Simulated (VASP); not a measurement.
Consider the following.

```yaml
crystal:
  lattice:
    - [7.37138, 0.00000, 0.00000]
    - [-3.68569, 6.38380, 0.00000]
    - [0.00000, 0.00000, 3.78935]
  atoms:
    - { symbol: W, position: [0.50000, 0.50000, 0.00000] }
    - { symbol: W, position: [0.00000, 0.50000, 0.00000] }
    - { symbol: W, position: [0.50000, 0.00000, 0.00000] }
    - { symbol: O, position: [0.21470, 0.42940, 0.00000] }
    - { symbol: O, position: [0.78530, 0.57060, 0.00000] }
    - { symbol: O, position: [0.78530, 0.21470, 0.00000] }
    - { symbol: O, position: [0.21470, 0.78530, 0.00000] }
    - { symbol: O, position: [0.57060, 0.78530, 0.00000] }
    - { symbol: O, position: [0.42940, 0.21470, 0.00000] }
    - { symbol: O, position: [0.00000, 0.50000, 0.50000] }
    - { symbol: O, position: [0.50000, 0.00000, 0.50000] }
    - { symbol: O, position: [0.50000, 0.50000, 0.50000] }
```

Level of theory: LDA (Ceperley-Alder, Perdew-Zunger), VASP's LDA PAW potentials (set 64) (plane waves; VASP). Run with 520 eV cut-off, Gaussian smearing of 0.050 eV, potentials W_sv O.

Unless said otherwise, spin-orbit coupling is left out, though it shifts the bands of the heavy elements here.

Question: Give the energies of bands 38 to 51 at the high-symmetry points, in eV from the valence-band maximum.

Answer: 
```json
[
 {"band": "38", "Γ": "-1.97", "M": "-2.03", "K": "-1.99", "A": "-2.42", "L": "-2.67", "H": "-3.59"},
 {"band": "39", "Γ": "-1.97", "M": "-1.97", "K": "-1.99", "A": "-2.41", "L": "-2.31", "H": "-2.95"},
 {"band": "40", "Γ": "-1.69", "M": "-1.94", "K": "-1.83", "A": "-2.40", "L": "-2.06", "H": "-1.31"},
 {"band": "41", "Γ": "-1.22", "M": "-1.88", "K": "-1.71", "A": "-2.40", "L": "-1.71", "H": "-1.31"},
 {"band": "42", "Γ": "-1.22", "M": "-1.74", "K": "-1.71", "A": "-1.76", "L": "-0.88", "H": "-1.13"},
 {"band": "43", "Γ": "-1.15", "M": "-1.72", "K": "-1.62", "A": "-1.76", "L": "-0.81", "H": "-1.13"},
 {"band": "44", "Γ": "-1.15", "M": "-1.40", "K": "-1.58", "A": "-1.14", "L": "-0.72", "H": "-0.87"},
 {"band": "45", "Γ": "-1.14", "M": "-1.11", "K": "-1.58", "A": "-1.14", "L": "-0.66", "H": "-0.70"},
 {"band": "46", "Γ": "-1.07", "M": "-1.10", "K": "-1.05", "A": "-0.04", "L": "-0.58", "H": "-0.36"},
 {"band": "47", "Γ": "-1.06", "M": "-0.78", "K": "-1.05", "A": "0.00", "L": "-0.48", "H": "-0.23"},
 {"band": "48", "Γ": "-1.06", "M": "-0.71", "K": "-0.60", "A": "0.00", "L": "-0.01", "H": "-0.23"},
 {"band": "49", "Γ": "0.55", "M": "0.61", "K": "1.70", "A": "2.55", "L": "2.69", "H": "2.52"},
 {"band": "50", "Γ": "0.64", "M": "2.52", "K": "1.70", "A": "2.55", "L": "3.53", "H": "4.03"},
 {"band": "51", "Γ": "0.64", "M": "2.55", "K": "1.93", "A": "4.16", "L": "4.18", "H": "4.03"}
]
```

The gap is indirect, 0.54 eV, from the valence maximum at A to the conduction minimum at Γ.

The structure comes from a computed database's WO3 entry (P6/mmm); how it stands against other phases isn't given here. It was relaxed first.
